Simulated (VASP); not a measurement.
Data:

```
CELL_PARAMETERS angstrom
      2.90749     0.00000     0.00000
      0.00000     2.90749     0.00000
      0.00000     0.00000     2.90749
ATOMIC_POSITIONS crystal
  Zn 0.50000 0.50000 0.50000
  Cu 0.00000 0.00000 0.00000
```

The numbers are results of PW91 GGA, VASP's PBE PAW potentials (set 64) (plane waves; VASP), not measurements. Settings: 520 eV cut-off, 12×12×12 Γ-centred mesh, first-order Methfessel-Paxton smearing of 0.10 eV, potentials Zn Cu.

Q: Predict the energy per atom (σ→0), pressure, band gap (on the k-mesh) with the smallest direct gap where there is one.

A: 
```json
{
 "band gap (on the k-mesh)": "none (metal, semimetal or under 0.01 eV)",
 "energy per atom (σ→0)": "-2.482 eV/atom",
 "pressure": "8.65 GPa"
}
```

The absolute energy has meaning only against runs of the same code, potentials and settings.

The compound is CuZn in the CsCl type structure. This cell is one point of a volume scan, at 0.94 of the reference volume. The electron count is odd and the run is not spin-polarised, which forces a metal.
